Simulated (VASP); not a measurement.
An input for Quantum ESPRESSO's pw.x (written as the equivalent of a VASP run, and not itself run):

```
&CONTROL
  calculation = 'vc-relax'
  pseudo_dir = './pseudo'
  outdir = './out'
  tprnfor = .true.
  tstress = .true.
  nstep = 60
  forc_conv_thr = 0.00039
/
&SYSTEM
  ibrav = 0
  nat = 2
  ntyp = 2
  ecutwfc = 84
  occupations = 'smearing'
  smearing = 'gaussian'
  degauss = 0.003675
  input_dft = 'pbesol'
/
&ELECTRONS
  conv_thr = 7.3e-08
  electron_maxstep = 100
/
&IONS
/
&CELL
/
ATOMIC_SPECIES
  B 10.810 B.upf
  As 74.922 As.upf
CELL_PARAMETERS angstrom
     0.0000000    2.3890330    2.3890330
     2.3890330    0.0000000    2.3890330
     2.3890330    2.3890330   -0.0000000
ATOMIC_POSITIONS crystal
  B    0.0000000  0.0000000  0.0000000
  As   0.2500000  0.2500000  0.2500000
K_POINTS automatic
  9 9 9 0 0 0
```

**Question.** Write the VASP files for the same calculation (PBEsol).

**Answer.** This is not unique; one that fits is 
### KPOINTS
```
Automatic mesh
0
Gamma
9 9 9
0 0 0
```

### INCAR
```
LCHARG  =  .FALSE.
PREC  =  Accurate
ENCUT  =  520   # plane-wave cut-off (eV)
SIGMA  =  0.05   # width (eV)
NSW  =  60
EDIFFG  =  -0.01   # ionic stop
IBRION  =  2
SYSTEM  =  BAs
ALGO  =  Normal   # blocked Davidson
LREAL  =  .FALSE.
GGA  =  PS   # PBEsol
LWAVE  =  .FALSE.
LASPH  =  .TRUE.
LMAXMIX  =  4   # l cut-off of mixed one-centre charges
NELM  =  100
ISMEAR  =  0   # Gaussian
EDIFF  =  1E-6
ISIF  =  3
```

**POSCAR**
```
BAs
1.0
  0.0000000000   2.3890330043   2.3890330043
  2.3890330043   0.0000000000   2.3890330043
  2.3890330043   2.3890330043   0.0000000000
B As
1 1
Direct
  0.0000000000   0.0000000000   0.0000000000
  0.2500000000   0.2500000000   0.2500000000
```

POTCAR, in this order: B As (PBE.64 set). Program: vasp_std.

The two are equivalent in intent, not identical: the potentials are each code's own (VASP's PAW set, PseudoDojo norm-conserving files in pw.x), so ENCUT and ecutwfc are chosen apart and not converted; conv_thr bounds pw.x's estimated SCF error, while EDIFF bounds the energy change between steps; forc_conv_thr acts on force components and is met together with etot_conv_thr.

The structure was generated: BAs was put into the zinc blende type (F-43m), which need not be its known phase. It was relaxed first, which changed the volume by +6 %. The start is the result of an earlier pass.
